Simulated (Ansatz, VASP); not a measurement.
**Cross-check of Sb (Antimony) between VASP and Ansatz**

Wanted: the spread between two codes on one cell, functional and k mesh. The cell is taken from a series of runs on this material, whose earlier steps may have relaxed, scaled, displaced or heated it; both programs get it as it stands.

Method: plane waves, with VASP 6.6.1 beside it; zone-centre phonons at LDA, in Ansatz 0.2.0.

## 1. Starting point

Symmetry: R-3m, No. 166, trigonal system. The conventional cell has a = 4.167 Å, b = 4.167 Å, c = 11.353 Å, α = 90.00°, β = 90.00°, γ = 120.00°. Nearest to Sb lie 3 Sb at 2.88 Å.

Structure file:

```xyz
2
Lattice="2.0833 1.2028 3.7842 -2.0833 1.2028 3.7842 0.0000 -2.4056 3.7842" Properties=species:S:1:pos:R:3 pbc="T T T"
Sb    0.0000    0.0000    2.6883
Sb    0.0000    0.0000    8.6644
```

## 2. VASP: zone-centre phonons, LDA

Second derivatives magnify differences that forces hide, and they need a tight electronic threshold.

Lines of VASP's logs that name or quote its potential files are left out, and so is its time.

INCAR reads:

```
SYSTEM = Sb
PREC = Accurate
ENCUT = 500
EDIFF = 1E-08
NELM = 120
ISMEAR = 1
SIGMA = 0.2
LREAL = .FALSE.
ALGO = Normal
GGA = CA
NBANDS = 11
LORBIT = 11
LWAVE = .FALSE.
LCHARG = .FALSE.
ISIF = 2
IBRION = 8
LASPH = .TRUE.
GGA_COMPAT = .FALSE.
KPAR = 2
```

POSCAR reads:

```
Sb
1.0
    2.0832923250      1.2027893846      3.7842208351
   -2.0832923250      1.2027893846      3.7842208351
    0.0000000000     -2.4055787693      3.7842208351
Sb
2
Direct
    0.2367987772      0.2367987772      0.2367987772
    0.7632012228      0.7632012228      0.7632012228
```

KPOINTS reads:

```
Automatic mesh
0
Gamma
12 12 12
0 0 0
```

PAW data sets: Sb (LDA family, release 64).

On the command line:

```sh
mpirun -np 2 vasp_std
```

Numbers of over 12 decimals in the logs are rounded to 6 here.

The log of the run:

```text
[banner, memory and clock lines left out]
running    2 mpi-ranks, on    1 nodes
 distrk:  each k-point on    1 cores,    2 groups
 distr:  one band on    1 cores,    1 groups

 POSCAR found type information on POSCAR Sb
 POSCAR found :  1 types and       2 ions
 LDA part: xc-table for (Slater(with rela. corr.)+CA(PZ))
 , standard interpolation
 POSCAR, INCAR and KPOINTS ok, starting setup
 FFT: planning ... GRIDC
 FFT: planning ... GRID_SOFT
 FFT: planning ... GRID
 WAVECAR not read
 entering main loop
       N       E                     dE             d eps       ncg     rms          rms(c)
DAV:   1     0.373748464377E+02    0.37375E+02   -0.35117E+03  4158   0.696E+02
DAV:   2    -0.753151484249E+01   -0.44906E+02   -0.43675E+02  5621   0.116E+02
DAV:   3    -0.960269609231E+01   -0.20712E+01   -0.20314E+01  4964   0.282E+01
DAV:   4    -0.962286950919E+01   -0.20173E-01   -0.19968E-01  4731   0.326E+00
DAV:   5    -0.962309664217E+01   -0.22713E-03   -0.22712E-03  4851   0.396E-01    0.337E+00
DAV:   6    -0.960572645516E+01    0.17370E-01   -0.36731E-03  4682   0.331E-01    0.201E+00
DAV:   7    -0.959608560567E+01    0.96408E-02   -0.78993E-03  4524   0.481E-01    0.518E-02
DAV:   8    -0.959609920447E+01   -0.13599E-04   -0.20481E-04  4671   0.103E-01    0.138E-02
DAV:   9    -0.959610181190E+01   -0.26074E-05   -0.68772E-06  4822   0.180E-02    0.628E-03
DAV:  10    -0.959610169490E+01    0.11700E-06   -0.69764E-07  4653   0.457E-03    0.253E-03
DAV:  11    -0.959610169289E+01    0.20111E-08   -0.40383E-08  4833   0.116E-03
   1 F= -.95961017E+01 E0= -.95962416E+01  d E =0.419828E-03
 Linear response reoptimize wavefunctions to high precision
DAV:   1    -0.959610169385E+01   -0.95952E-09   -0.21662E-09  4271   0.289E-04
DAV:   2    -0.959610169385E+01   -0.55707E-11   -0.20156E-10  2523   0.933E-05
 Linear response DOF=           2
 Linear response progress:
  Degree of freedom:   1/  2
       N       E                     dE             d eps       ncg     rms          rms(c)
RMM:   1    -0.257518385965E-01   -0.25752E-01    0.18046E-02 38954   0.123E+00
RMM:   2    -0.251874862156E-01    0.56435E-03   -0.17730E-03 30115   0.257E-01    0.487E-02
RMM:   3    -0.251753327927E-01    0.12153E-04   -0.42422E-05 31722   0.413E-02    0.285E-02
RMM:   4    -0.252019802764E-01   -0.26647E-04   -0.15447E-05 32023   0.188E-02    0.258E-03
RMM:   5    -0.252100896018E-01   -0.81093E-05   -0.13082E-06 32530   0.371E-03    0.935E-04
RMM:   6    -0.252119288971E-01   -0.18393E-05   -0.10052E-07 31135   0.917E-04    0.320E-04
RMM:   7    -0.252111843122E-01    0.74458E-06    0.11433E-07 33152   0.216E-04    0.751E-05
RMM:   8    -0.252111296663E-01    0.54646E-07   -0.31984E-10 33848   0.435E-05    0.106E-05
RMM:   9    -0.252111307094E-01   -0.10431E-08    0.13459E-10 33769   0.126E-05    0.179E-06
 first order change of Fermi-energy  -0.11260E-04
 force on displaced ion       1 direction 1 :  -2.944  -0.000   0.000
 Linear response progress:
  Degree of freedom:   2/  2
       N       E                     dE             d eps       ncg     rms          rms(c)
RMM:   1    -0.275845481940E-01   -0.27585E-01    0.16613E-02  8218   0.124E+00
RMM:   2    -0.262488129897E-01    0.13357E-02   -0.18016E-03  6520   0.266E-01    0.543E-02
RMM:   3    -0.261710198727E-01    0.77793E-04   -0.48985E-05  6872   0.466E-02    0.328E-02
RMM:   4    -0.261381461086E-01    0.32874E-04   -0.31495E-05  6684   0.276E-02    0.806E-03
RMM:   5    -0.261517636881E-01   -0.13618E-04   -0.85636E-07  6956   0.545E-03    0.270E-03
RMM:   6    -0.261537607953E-01   -0.19971E-05   -0.43719E-08  6983   0.111E-03    0.790E-04
RMM:   7    -0.261523603297E-01    0.14005E-05    0.55125E-09  7101   0.370E-04    0.222E-04
RMM:   8    -0.261523695438E-01   -0.92140E-08    0.15885E-09  7225   0.568E-05    0.303E-05
 first order change of Fermi-energy  -0.14059E+01
 force on displaced ion       1 direction 3 :   0.000   0.000  -4.234
 Linear response finished
```

From OUTCAR (step 2):

```text
ion  position               nearest neighbor table
   1  0.237  0.237  0.237-   2 2.88   2 2.88   2 2.88   2 3.25   2 3.25   2 3.25
   2  0.763  0.763  0.763-   1 2.88   1 2.88   1 2.88   1 3.25   1 3.25   1 3.25

  LATTYP: Found a trigonal (rhomboedric) cell.
 ALAT       =     4.4840981862
 COS(alpha) =     0.5683018413

 Subroutine GETGRP returns: Found 12 space group operations
 (whereof 12 operations were pure point group operations)

The static configuration has the point symmetry D_3d.

 Found    189 irreducible k-points:

   k-points           NKPTS =    189   k-points in BZ     NKDIM =    189   number of bands    NBANDS=     11

   dimension x,y,z NGX =    36 NGY =   36 NGZ =   36
   dimension x,y,z NGXF=    72 NGYF=   72 NGZF=   72

   ENCUT  =  500.0 eV  36.75 Ry    6.06 a.u.   8.18  8.18  8.18*2*pi/ulx,y,z

   NELECT =      10.0000    total number of electrons

 k-points in reciprocal lattice and weights: Automatic mesh
   0.00000000  0.00000000  0.00000000       0.001
   0.08333333 -0.00000000  0.00000000       0.003
   0.16666667 -0.00000000  0.00000000       0.003
   0.25000000 -0.00000000 -0.00000000       0.003
   0.33333333 -0.00000000  0.00000000       0.003
   0.41666667 -0.00000000 -0.00000000       0.003
   0.50000000 -0.00000000 -0.00000000       0.002
   0.08333333  0.08333333  0.00000000       0.003
   0.16666667  0.08333333  0.00000000       0.007
[...]
-0.41666667  0.50000000  0.41666667       0.003
   0.50000000  0.50000000  0.50000000       0.001

 average (electrostatic) potential at core
       1 -86.0400       2 -86.0400

  Total        0.9795501      0.9795501      0.1127293      0.0000000     -0.0000000      0.0000000
  in kB       27.5847914     27.5847914      3.1745345      0.0000000     -0.0000000      0.0000000
  external PRESSURE =      19.4480391 kB  Pullay stress =       0.0000000 kB

  energy-cutoff  :      500.00
  volume of cell :       56.89
      direct lattice vectors                 reciprocal lattice vectors
     2.083292325  1.202789385  3.784220835     0.240004724  0.138566792  0.088085064
    -2.083292325  1.202789385  3.784220835    -0.240004724  0.138566792  0.088085064
     0.000000000 -2.405578769  3.784220835     0.000000000 -0.277133584  0.088085064

 POSITION                                       TOTAL-FORCE (eV/Angst)
 -----------------------------------------------------------------------------------
      0.00000     -0.00000      2.68830         0.000000     -0.000000      0.079571
      0.00000     -0.00000      8.66437         0.000000      0.000000     -0.079571
 -----------------------------------------------------------------------------------
    total drift:                                0.000000      0.000000      0.000000

 Eigenvectors and eigenvalues of the dynamical matrix
 ----------------------------------------------------

   1 f  =    4.123147 THz    25.906497 2PiTHz  137.533380 cm-1    17.051958 meV
             X         Y         Z           dx          dy          dz
      0.000000 -0.000000  2.688297    -0.000000   -0.000000    0.707107
      0.000000 -0.000000  8.664366     0.000000    0.000000   -0.707107

   2 f  =    3.437686 THz    21.599619 2PiTHz  114.668865 cm-1    14.217121 meV
             X         Y         Z           dx          dy          dz
      0.000000 -0.000000  2.688297    -0.707107   -0.000026   -0.000000
      0.000000 -0.000000  8.664366     0.707107    0.000026    0.000000

   3 f  =    3.437686 THz    21.599619 2PiTHz  114.668865 cm-1    14.217121 meV
             X         Y         Z           dx          dy          dz
      0.000000 -0.000000  2.688297    -0.000026    0.707107    0.000000
      0.000000 -0.000000  8.664366     0.000026   -0.707107   -0.000000

   4 f  =    0.000000 THz     0.000000 2PiTHz    0.000002 cm-1     0.000000 meV
             X         Y         Z           dx          dy          dz
      0.000000 -0.000000  2.688297     0.707107   -0.000000    0.000000
      0.000000 -0.000000  8.664366     0.707107   -0.000000    0.000000

   5 f  =    0.000000 THz     0.000000 2PiTHz    0.000001 cm-1     0.000000 meV
             X         Y         Z           dx          dy          dz
      0.000000 -0.000000  2.688297     0.000000    0.705931   -0.040769
      0.000000 -0.000000  8.664366     0.000000    0.705931   -0.040769

   6 f/i=    0.000000 THz     0.000000 2PiTHz    0.000001 cm-1     0.000000 meV
             X         Y         Z           dx          dy          dz
      0.000000 -0.000000  2.688297    -0.000000   -0.040769   -0.705931
      0.000000 -0.000000  8.664366    -0.000000   -0.040769   -0.705931

 ELASTIC MODULI CONTR FROM IONIC RELAXATION (kBar)
 Direction    XX          YY          ZZ          XY          YZ          ZX
 --------------------------------------------------------------------------------
 XX        -300.1288   -160.6016   -229.0340      0.0000    126.3060     -0.0000
 YY        -160.6016   -300.1288   -229.0340     -0.0000   -126.3060      0.0000
 ZZ        -229.0340   -229.0340   -227.7104      0.0000      0.0000     -0.0000
 XY           0.0000     -0.0000      0.0000    -69.7636     -0.0000    121.6153
 YZ         126.3060   -126.3060      0.0000     -0.0000   -228.6752      0.0000
 ZX          -0.0000      0.0000     -0.0000    121.6153      0.0000   -212.0055
 --------------------------------------------------------------------------------
```

## 3. Ansatz: zone-centre phonons, LDA

Ansatz runs on its PAW soft_1 files.

The same cell, functional (in two slightly different forms), mesh and smearing now go to Ansatz, which takes its cutoff from its data sets.

input.yaml reads:

```yaml
crystal:
  lattice:
    - [2.083292325, 1.2027893846, 3.7842208351]
    - [-2.083292325, 1.2027893846, 3.7842208351]
    - [0.0, -2.4055787693, 3.7842208351]
  atoms:
    - { symbol: Sb, position: [0.2367987772, 0.2367987772, 0.2367987772] }
    - { symbol: Sb, position: [0.7632012228, 0.7632012228, 0.7632012228] }
kpoints:
  mp_grid: { grid: [12, 12, 12] }
hamiltonian:
  xc: lda
  pseudopotentials: { kind: paw, azcp: { folder: soft_1 }, xc_functional: pbe }
scf:
  occupations: { method: methfessel_paxton, width: 0.2 }
output:
  eigenvalues: true
phonons:
  method: dfpt
```

On the command line:

```sh
ansatz run input.yaml --threads 4 --pin off --max-ram 10240MiB --backend cpu --events-out ev --progress --plain --runs-dir out
```

The log of the run:

```text
Engine: ansatz 0.2.0, x86_64-unknown-linux-gnu
Pseudopotentials: kind: paw
Pseudopotential: Sb, paw, valence charge 15, recommended cutoff 420 eV (normal), soft_1/Sb.paw.azcp
Functional definition: SPW92
  exchange = slater_x
  correlation = pw_c
Crystal: 2 atoms, lattice volume = 56.894 Å³
Basis set: ecut = 420 eV, 1129 PW (Γ), exchange–correlation on 60×60×60 points (8 copies of the dense FFT grid, shifted against one another)
Bands: 19, of which v1, the nominal top of the filled ones, is band 15 counted from 1 (14 counted from 0)
Symmetry: 12 space group operations
k-points: 476 of 1728 (irreducible under 2 space group operations, time reversal used)
Non-local potential: Sb, projectors of the file, l = 0: 2, l = 1: 2, l = 2: 2, l = 3: 1
PAW form: soft (Blöchl's): semilocal exchange-correlation on the pseudo side does not see the compensation charge
PAW frozen core: Sb, regenerated for the run's functional, and the local potential with it (the file was generated under x = pbe(κ = 0.804, μ = 0.219515), c = pbe(β = 0.066725))
PAW one-centre angular grid: Sb, 590 points (default); XC on 64 Gauss nodes
Initial density: superposition of atomic densities (chi_scale 0.1, normalization cell)
Initial wavefunctions: pseudopotential atomic-orbital guess
Functional: x = slater, c = lda
SCF iter   1: F=—  HF=-12671.766873 eV  |F-HF|=—  |Δ(HF+E_count)|=         —  Δρ=1.55e-2  dr2=1.13e-1  ethr=3.10e-3  ⟨swp⟩=6.0  Hψ=48462  notcnv=0
preconditioner: auto → Kerker (q_TF=auto, 2.452 Å⁻¹)  [metal: Δε(μ)=0.023 eV  Ē_g=8.943 eV  σ=0.200 eV  W_gap=0.10  n_scr=14 (ndim 8)  ℏωp=15.6 eV  f_vac=0.000  D(μ)=0.45/eV (n_scr^D=0)]
SCF iter   2: F=—  HF=-12671.748942 eV  |F-HF|=—  |Δ(HF+E_count)|=   1.79e-2  S|Δr|=    0.00e0  Δρ=9.87e-3  dr2=4.95e-2  ethr=3.75e-4  ⟨swp⟩=1.1  Hψ=12926  notcnv=0
SCF iter   3: F=—  HF=-12671.738957 eV  |F-HF|=—  |Δ(HF+E_count)|=   9.99e-3  S|Δr|=    0.00e0  Δρ=1.47e-3  dr2=2.06e-3  ethr=1.65e-4  ⟨swp⟩=1.4  Hψ=10811  notcnv=0
SCF iter   4: F=—  HF=-12671.738773 eV  |F-HF|=—  |Δ(HF+E_count)|=   1.84e-4  S|Δr|=    0.00e0  Δρ=5.44e-4  dr2=2.30e-4  ethr=6.86e-6  ⟨swp⟩=1.9  Hψ=10955  notcnv=0
SCF iter   5: F=—  HF=-12671.738783 eV  |F-HF|=—  |Δ(HF+E_count)|=   9.85e-6  S|Δr|=    0.00e0  Δρ=1.17e-4  dr2=6.68e-6  ethr=7.65e-7  ⟨swp⟩=2.4  Hψ=12042  notcnv=0
SCF iter   6: F=—  HF=-12671.738781 eV  |F-HF|=—  |Δ(HF+E_count)|=   1.64e-6  S|Δr|=    0.00e0  Δρ=3.28e-5  dr2=3.75e-7  ethr=2.23e-8  ⟨swp⟩=2.0  Hψ=16229  notcnv=0
SCF iter   7: F=—  HF=-12671.738781 eV  |F-HF|=—  |Δ(HF+E_count)|=   1.43e-7  S|Δr|=    0.00e0  Δρ=9.24e-6  dr2=4.56e-8  ethr=1.25e-9  ⟨swp⟩=2.0  Hψ=16193  notcnv=0
SCF iter   8: F=—  HF=-12671.738781 eV  |F-HF|=—  |Δ(HF+E_count)|=   2.01e-9  S|Δr|=    0.00e0  Δρ=2.27e-6  dr2=5.49e-9  ethr=1.52e-10  ⟨swp⟩=2.2  Hψ=16236  notcnv=0
SCF iter   9: F=—  HF=-12671.738781 eV  |F-HF|=—  |Δ(HF+E_count)|=  3.62e-10  S|Δr|=    0.00e0  Δρ=6.17e-7  dr2=4.62e-10  ethr=1.83e-11  ⟨swp⟩=2.0  Hψ=10293  notcnv=0
SCF iter  10: F=—  HF=-12671.738781 eV  |F-HF|=—  |Δ(HF+E_count)|=  3.27e-11  S|Δr|=    0.00e0  Δρ=2.69e-7  dr2=6.28e-11  ethr=1.54e-12  ⟨swp⟩=3.0  Hψ=16666  notcnv=0
SCF iter  11: F=-12671.738781 eV  HF=-12671.738781 eV  |F-HF|=3.64e-12  |Δ(HF+E_count)|=  7.28e-12  S|Δr|=    0.00e0  Δρ=1.38e-7  dr2=8.69e-12  ethr=1.00e-12  ⟨swp⟩=6.0  Hψ=42107  notcnv=0
SCF 1 converged in 11 iterations: F = -12671.738781 eV  dr2 = 8.69e-12
  greatest PAW one-centre occupation: 0.997 electrons in one spin orbital (limit 2), on the Sb atom at site 1 (counted from 0), in its partial waves of l = 2
DFPT response loops at Γ: preconditioner auto → Kerker (q_TF=auto, 2.452 Å⁻¹) (partly filled bands, converged f_vac=0.000); β = 1.00, the filter's whole step (`scf.mixing.beta` (0.50) is not read by the response loops under this deck's `scf.mixing.preconditioner`; to damp them name `kerker` or `kerker_dos`, under which they read `scf.mixing.beta`, and type it under 1.00, their step now; both keys bind the ground state too); Broyden in place of MSR1
SCF converged after 11 iterations
Stability not checked: this state was not tested for a lower state beside it, because cold or Methfessel-Paxton smearing, or corrected tetrahedra, fill the levels in a way that the test cannot read (fill_not_monotonic; see scf.lower_state_search)
Free energy (F): -12671.738781 eV
Harris-Foulkes:  -12671.738781 eV  (|F-HF|=3.64e-12)
Internal energy: -12671.739233 eV  (E = F + TS)
E sigma→0 (E₀):  -12671.738894 eV
Entropy (-TS):   0.000451 eV (0.226 meV/atom)
Fermi energy:    10.829281 eV
Step filling:    the computed levels leave a gap of 0.0022 eV = 0.0 smearing widths at the electron count; against every level under it full and every level over it empty, smearing changes F+E_penalty+E_count by +0.238 meV and its σ→0 estimate by +0.126 meV
--- Per-component energies (eV) ---
  E_band       = -314.069360
  E_kinetic    = 329.687777
  E_local      = -3074.692208  (includes V_loc(G=0)·N_el)
  E_nonlocal   = 787.853086
  E_hartree    = 1272.893432
  E_xc         = -198.440994
  E_vxc        = -184.188224  (∫ρ·V_xc dr)
  E_paw        = -8789.844259  (= ΣΔE_a)
  E_vpaw       = -718.516893  (= ΣTr[D̂ρ^β])
  E_aug_tail   = 0.000251  (compensation charges beyond the density's cutoff)
  E_ewald      = -3000.313939
  E_core_change = 1.117622  (= ΣΔE_core)
  E_smearing   = 0.000451  (= −TS)
  E_closure    = -0.000000  (closes the sum)
  Σ components = -12671.738781   (vs F -12671.738781, Δ=0.00e0)
--- Band table (eV; the first three rows and the last of 476) ---
  k-point 0: bands = [... 11 lower, 6.1394, 8.2958, 9.2846, 9.2846, 13.3479, 13.7633, 13.7633, 15.9143]
  k-point 1: bands = [... 11 lower, 5.7776, 8.3812, 9.2616, 9.3361, 13.3277, 13.4904, 13.5254, 15.6687]
  k-point 2: bands = [... 11 lower, 4.9217, 8.4807, 9.2082, 9.5158, 12.8480, 12.9492, 12.9855, 15.5526]
  k-point 475: bands = [... 11 lower, 1.3065, 9.8980, 9.8980, 10.9705, 11.1027, 11.1027, 12.2154, 18.0403]
--- Phonons (Γ-DFPT): 2 representative perturbations + reference, on 476 of 1728 k-points (Σ response iterations 6) ---
  k mesh reduced under 2 symmetry operations, with k and −k counted as one. Each operation leaves every solved perturbation unchanged. A smaller set is not used because it would not reduce the number of displacements times k-points to solve
  ASR residual: 2.896e-5 → 0.000e0 eV/Å²; symmetrization residual: 6.517e-5 eV/Å²
  ASR residual per site (eV/Å²): 2.90e-5 2.90e-5
  Γ frequencies (cm⁻¹): 0.00 0.00 0.00 111.01 111.01 133.38
  non-analytic LO–TO correction: not included (Born effective charges unavailable; polar crystals: no LO–TO splitting at Γ)
```

## 4. Differences

Known differences besides the potentials themselves: the two LDA forms differ slightly; the data sets hold 30 valence electrons in Ansatz (on its PAW soft_1 files) and 10 in VASP; the cutoff is 420 eV in Ansatz and 500 eV in VASP; VASP's log shows a relativistic correction to its local exchange, Ansatz's none. Total energies have different zeros and are not compared.

Both answers:

```tsv
quantity	Ansatz	VASP	difference
optical mode 1 to 2 (cm⁻¹)	111.0	114.7	-3.19 %
optical mode 3 (cm⁻¹)	133.4	137.5	-3.02 %
```

Modes are paired by rising frequency, not by their patterns, so a pair may set unlike modes beside each other; they are those without the splitting of longitudinal modes.

## 5. Results

```
r.m.s. difference of the optical zone-centre modes, each program's sorted by frequency (zone-centre phonons, LDA) : 3.8 cm⁻¹
difference in optical mode 1 to 2 (zone-centre phonons, LDA)                                                      : -3.2 %
```

The r.m.s. difference of the optical zone-centre modes, each program's sorted by frequency is 3.8 cm⁻¹ (zone-centre phonons, LDA). The data sets hold unlike numbers of valence electrons (30 in Ansatz and 10 in VASP), so part of the differences comes from the potentials. Among the rows given in per cent, the largest difference of the zone-centre phonons, LDA pair is in optical mode 1 to 2, -3.2 %. Such differences can come from data sets, numerical settings and the points named under the comparisons, not from the functional's error against experiment.

[Lines on the potential files, build, host, timing and source positions are cut from VASP's logs without a mark.]

[Logs are printed without paths, hosts, clocks, repeated set-up lines and the standing remarks that a program may print on its own settings, such as how far it seeks lower states.]

[Hosts, paths, dates, database ids (printed as entryN), source tags and the programs' standing remarks are cut or masked in the printed files.]
